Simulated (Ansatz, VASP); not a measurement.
## MnMo in two plane-wave programs

One calculation is typed for both programs; each brings its own data sets and cutoff. How far apart do they land? The cell is invented: As first built, before any earlier steps moved the atoms (in the runner's words): it takes the VMo structure with some of its atoms replaced by other elements, volume scaled by an estimate. It may not be a known or stable phase. The cell is taken from a series of VASP runs on this material, whose earlier steps may have relaxed, scaled or displaced it; both programs get it as it stands.

Program: Ansatz 0.2.0. Level of theory: plane waves, with VASP 6.6.1 beside it; relaxation of cell and atoms at PBE. Results are calculated unless marked as measured.

**1. The structure**

Symmetry: Cmmm, No. 65, orthorhombic system. Conventional cell: a = 3.105 Å, b = 4.282 Å, c = 4.110 Å, α = 90.00°, β = 90.00°, γ = 90.00°. Nearest to Mo lie 4 Mn at 2.58 Å and 4 Mo at 2.64 Å. Nearest to Mn lie 4 Mo at 2.58 Å and 4 Mn at 2.64 Å. As first built, before any earlier steps moved the atoms (in the runner's words): sites of the VMo structure (space group 65) filled with other elements, volume scaled by an estimate. Farther neighbours are not listed.

Coordinates:

```xyz
2
Lattice="1.5526 -2.1412 0.0000 1.5526 2.1412 0.0000 0.0000 0.0000 4.1100" Properties=species:S:1:pos:R:3 pbc="T T T"
Mo    0.0000    0.0000    0.0000
Mn    1.5526    0.0000    2.0550
```

**2. VASP: relaxation of cell and atoms, PBE**

The relaxed volume is the usual yardstick between codes: its relative difference is about their pressure difference at one cell divided by the bulk modulus.

Lines of VASP's logs that name or quote its potential files are left out, and so is its time.

Input file INCAR:

```
SYSTEM = MnMo
PREC = Accurate
ENCUT = 400
EDIFF = 1E-06
NELM = 100
ISMEAR = -1
SIGMA = 0.05
LREAL = .FALSE.
ALGO = Normal
GGA = PE
NBANDS = 20
ISPIN = 2
MAGMOM = 1 4
LMAXMIX = 4
LORBIT = 11
LWAVE = .FALSE.
LCHARG = .FALSE.
IBRION = 2
NSW = 60
ISIF = 3
EDIFFG = -0.01
```

Input file POSCAR:

```
MnMo
1.0
    1.5526315009     -2.1411957889      0.0000000000
    1.5526315009      2.1411957889      0.0000000000
    0.0000000000      0.0000000000      4.1100242759
Mo Mn
1 1
Direct
    0.0000000000      0.0000000000      0.0000000000
    0.5000000000      0.5000000000      0.5000000000
```

Input file KPOINTS:

```
Automatic mesh
0
Gamma
8 8 5
0 0 0
```

The projector-augmented-wave data sets are Mo_sv and Mn_pv (PBE family, release 64).

Command:

```console
$ mpirun -np 1 vasp_std
```

Numbers of over 12 decimals in the logs are rounded to 6 here.

What it wrote:

```text
[banner, memory and clock lines left out]
running    1 mpi-ranks, on    1 nodes
 distrk:  each k-point on    1 cores,    1 groups
 distr:  one band on    1 cores,    1 groups

 POSCAR found type information on POSCAR MoMn
 POSCAR found :  2 types and       2 ions
 LDA part: xc-table for (Slater+PW92), standard interpolation
 POSCAR, INCAR and KPOINTS ok, starting setup
 FFT: planning ... GRIDC
 FFT: planning ... GRID_SOFT
 FFT: planning ... GRID
 WAVECAR not read
 entering main loop
       N       E                     dE             d eps       ncg     rms          rms(c)
DAV:   1     0.235627611063E+03    0.23563E+03   -0.13601E+04  5080   0.138E+03
DAV:   2    -0.131408022792E+02   -0.24877E+03   -0.24076E+03  5280   0.416E+02
DAV:   3    -0.209074659083E+02   -0.77667E+01   -0.75919E+01  5516   0.812E+01
DAV:   4    -0.209853343169E+02   -0.77868E-01   -0.77410E-01  5528   0.827E+00
DAV:   5    -0.209862853274E+02   -0.95101E-03   -0.95100E-03  5584   0.943E-01    0.242E+01
DAV:   6    -0.276434867433E+02   -0.66572E+01   -0.71661E+01  5392   0.596E+01    0.332E+01
DAV:   7    -0.200307905722E+02    0.76127E+01   -0.84199E+01  5608   0.497E+01    0.866E+00
DAV:   8    -0.195841267204E+02    0.44666E+00   -0.27438E+00  5512   0.119E+01    0.325E+00
DAV:   9    -0.196301168770E+02   -0.45990E-01   -0.90252E-02  5424   0.221E+00    0.187E+00
DAV:  10    -0.196486440207E+02   -0.18527E-01   -0.83833E-02  5704   0.155E+00    0.101E+00
DAV:  11    -0.196561368814E+02   -0.74929E-02   -0.29057E-02  5780   0.103E+00    0.481E-01
DAV:  12    -0.196587012762E+02   -0.25644E-02   -0.13917E-02  5912   0.608E-01    0.282E-01
DAV:  13    -0.196593289721E+02   -0.62770E-03   -0.22633E-03  5688   0.268E-01    0.183E-01
DAV:  14    -0.196595610258E+02   -0.23205E-03   -0.17514E-03  5708   0.236E-01    0.591E-02
DAV:  15    -0.196595896181E+02   -0.28592E-04   -0.11924E-04  5332   0.667E-02    0.221E-02
DAV:  16    -0.196595920492E+02   -0.24311E-05   -0.14502E-05  5776   0.221E-02    0.672E-03
DAV:  17    -0.196595918501E+02    0.19910E-06   -0.11984E-06  2796   0.841E-03
   1 F= -.19659592E+02 E0= -.19649439E+02  d E =-.196596E+02  mag=     1.3715
[... from here on, the cycles between the ionic steps are left out ...]
   2 F= -.19659619E+02 E0= -.19649492E+02  d E =-.271839E-04  mag=     1.3693
   3 F= -.19659637E+02 E0= -.19649508E+02  d E =-.451490E-04  mag=     1.3712
   4 F= -.19659631E+02 E0= -.19649494E+02  d E =-.389774E-04  mag=     1.3714
   5 F= -.19659670E+02 E0= -.19649552E+02  d E =-.391396E-04  mag=     1.3796
   6 F= -.19659682E+02 E0= -.19649665E+02  d E =-.515700E-04  mag=     1.4056
   7 F= -.19659697E+02 E0= -.19649649E+02  d E =-.661957E-04  mag=     1.3977
   8 F= -.19659691E+02 E0= -.19649610E+02  d E =-.602541E-04  mag=     1.3895
   9 F= -.19659686E+02 E0= -.19649592E+02  d E =-.549807E-04  mag=     1.3861
  10 F= -.19659688E+02 E0= -.19649595E+02  d E =-.569509E-04  mag=     1.3864
  11 F= -.19659690E+02 E0= -.19649600E+02  d E =-.590397E-04  mag=     1.3872
  12 F= -.19659691E+02 E0= -.19649603E+02  d E =-.598390E-04  mag=     1.3878
  13 F= -.19659694E+02 E0= -.19649612E+02  d E =-.304227E-05  mag=     1.3846
  14 F= -.19659704E+02 E0= -.19649624E+02  d E =-.133423E-04  mag=     1.3866
 curvature:  -0.28 expect dE=-0.120E-04 dE for cont linesearch -0.560E-05
 ZBRENT: interpolating
 opt :   0.3328  next Energy=   -19.659707 (dE=-0.167E-04)
 bond charge predicted
       N       E                     dE             d eps       ncg     rms          rms(c)
DAV:   1    -0.196597584629E+02   -0.54039E-04   -0.10365E-03  5184   0.378E-01    0.823E-02
DAV:   2    -0.196598958078E+02   -0.13734E-03   -0.16645E-03  5464   0.308E-01    0.162E-01
DAV:   3    -0.196597047963E+02    0.19101E-03   -0.12159E-03  5708   0.224E-01    0.227E-02
DAV:   4    -0.196597015673E+02    0.32289E-05   -0.24786E-05  5288   0.382E-02    0.131E-02
DAV:   5    -0.196597014020E+02    0.16535E-06   -0.50780E-07  2596   0.734E-03
  15 F= -.19659701E+02 E0= -.19649619E+02  d E =-.107355E-04  mag=     1.3871
 curvature:  -0.17 expect dE=-0.126E-05 dE for cont linesearch -0.436E-08
 trial: gam= 0.14394 g(F)=  0.377E-59 g(S)=  0.759E-05 ort = 0.109E-05 (trialstep = 0.896E+00)
 search vector abs. value=  0.884E-05
 reached required accuracy - stopping structural energy minimisation
```

OUTCAR, selected parts (step 2):

```text
ion  position               nearest neighbor table
   1  0.000  0.000  0.000-   2 2.58   2 2.58   2 2.58   2 2.58   2 2.97   2 2.97   2 2.97   2 2.97

  LATTYP: Found a base centered orthorhombic cell.
 ALAT       =     3.1052630018
 B/A-ratio  =     1.3790753232
 C/A-ratio  =     1.3235672062

 Subroutine GETGRP returns: Found  8 space group operations
 (whereof  8 operations were pure point group operations)

The static configuration has the point symmetry D_2h.

 Found     63 irreducible k-points:

   k-points           NKPTS =     63   k-points in BZ     NKDIM =     63   number of bands    NBANDS=     20

   dimension x,y,z NGX =    18 NGY =   18 NGZ =   28
   dimension x,y,z NGXF=    36 NGYF=   36 NGZF=   56

   ENCUT  =  400.0 eV  29.40 Ry    5.42 a.u.   4.31  4.31  6.70*2*pi/ulx,y,z

   NELECT =      27.0000    total number of electrons

 k-points in reciprocal lattice and weights: Automatic mesh
   0.00000000  0.00000000  0.00000000       0.003
   0.12500000 -0.00000000  0.00000000       0.013
   0.25000000 -0.00000000  0.00000000       0.013
   0.37500000  0.00000000  0.00000000       0.013
   0.50000000 -0.00000000  0.00000000       0.006
   0.12500000  0.12500000  0.00000000       0.006
   0.25000000  0.12500000  0.00000000       0.013
   0.37500000  0.12500000  0.00000000       0.013
   0.50000000  0.12500000  0.00000000       0.013
[...]
-0.37500000  0.37500000  0.40000000       0.013
   0.50000000  0.50000000  0.40000000       0.006

 average (electrostatic) potential at core
       1 -70.4118       2 -63.4216

 E-fermi :  11.1565

 spin component 1
 k-point     1 :       0.0000    0.0000    0.0000
  band No.  band energies     occupation
    ...
     11       9.2570      1.00000
     12       9.8196      1.00000
     13       9.8508      1.00000
     14      10.6952      0.99990
     15      11.1093      0.71976
     16      13.0996      0.00000
     17      13.4776      0.00000
     18      13.8574      0.00000
     19      14.7029      0.00000
     20      22.3658      0.00000

 k-point     2 :       0.1250   -0.0000    0.0000
  band No.  band energies     occupation
    ...
     11       9.2162      1.00000
     12       9.6804      1.00000
     13      10.1636      1.00000
     14      10.4477      1.00000
     15      11.1329      0.61608
     16      11.6362      0.00007
     17      13.3153      0.00000
     18      13.9490      0.00000
     19      16.3023      0.00000
     20      22.2297      0.00000

 k-point     3 :       0.2500   -0.0000    0.0000
  band No.  band energies     occupation
    ...
     11       8.9758      1.00000
     12       9.3225      1.00000
     13       9.5952      1.00000
     14      10.6645      0.99995
     15      10.7437      0.99974
     16      11.7338      0.00001
     17      13.3256      0.00000
     18      13.6443      0.00000
     19      18.7895      0.00000
     20      21.5525      0.00000

 k-point     4 :       0.3750    0.0000    0.0000
  band No.  band energies     occupation
    ...
     11       8.7720      1.00000
     12       8.9393      1.00000
     13       9.1226      1.00000
     14      10.5261      1.00000
     15      10.9275      0.98985
     16      13.0248      0.00000
     17      13.3324      0.00000
     18      13.9616      0.00000
     19      19.0113      0.00000
     20      21.2506      0.00000

 k-point     5 :       0.5000   -0.0000    0.0000
  band No.  band energies     occupation
    ...
     11       8.7666      1.00000
     12       8.9437      1.00000
     13       9.2703      1.00000
     14      10.5400      1.00000
     15      10.8980      0.99434
     16      13.1986      0.00000
     17      13.9428      0.00000
     18      13.9729      0.00000
     19      18.1327      0.00000
     20      21.7222      0.00000

 k-point     6 :       0.1250    0.1250    0.0000
  band No.  band energies     occupation
    ...
     11       9.4242      1.00000
     12       9.8844      1.00000
     13      10.2198      1.00000
     14      10.2250      1.00000
     15      10.5661      0.99999
     16      11.1647      0.45929
     17      13.2051      0.00000
     18      13.8543      0.00000
     19      18.0684      0.00000
     20      22.0170      0.00000

  Total        0.0175366      0.0023431     -0.0013405      0.0000000      0.0000000      0.0000000
  in kB        1.0284280      0.1374087     -0.0786134      0.0000000      0.0000000      0.0000000
  external PRESSURE =       0.3624078 kB  Pullay stress =       0.0000000 kB

  energy-cutoff  :      400.00
  volume of cell :       27.32
      direct lattice vectors                 reciprocal lattice vectors
     1.555843870 -2.137686368  0.000000000     0.321369007 -0.233897735  0.000000000
     1.555843870  2.137686368  0.000000000     0.321369007  0.233897735  0.000000000
     0.000000000  0.000000000  4.107173621     0.000000000  0.000000000  0.243476437

 POSITION                                       TOTAL-FORCE (eV/Angst)
 -----------------------------------------------------------------------------------
      0.00000      0.00000      0.00000        -0.000000      0.000000      0.000000
      1.55584      0.00000      2.05359         0.000000     -0.000000      0.000000
 -----------------------------------------------------------------------------------
    total drift:                               -0.000000     -0.000000     -0.000000

  FREE ENERGIE OF THE ION-ELECTRON SYSTEM (eV)
  ---------------------------------------------------
  free  energy   TOTEN  =       -19.6597014020 eV

  energy  without entropy=      -19.6395357655  energy(sigma->0) =      -19.64961858

 reached required accuracy - stopping structural energy minimisation

 total charge
# of ion       s       p       d       tot
------------------------------------------
    1        2.403   6.208   3.975  12.585
    2        0.373   6.331   5.091  11.795
--------------------------------------------------
tot          2.776  12.539   9.065  24.380

 magnetization (x)
# of ion       s       p       d       tot
------------------------------------------
    1       -0.012  -0.020  -0.260  -0.292
    2        0.009   0.002   1.683   1.694
--------------------------------------------------
tot         -0.004  -0.018   1.423   1.402

[... 6 further parts left out ...]
```

The magnetic state follows from one typed start and may not be the lowest.

(Part 1 of 2 ends here.)

[Lines on the potential files, build, host, timing and source positions are cut from VASP's logs without a mark.]

[Logs are printed without paths, hosts, clocks, repeated set-up lines and the standing remarks that a program may print on its own settings, such as how far it seeks lower states.]

[Hosts, paths, dates, database ids (printed as entryN), source tags and the programs' standing remarks are cut or masked in the printed files.]
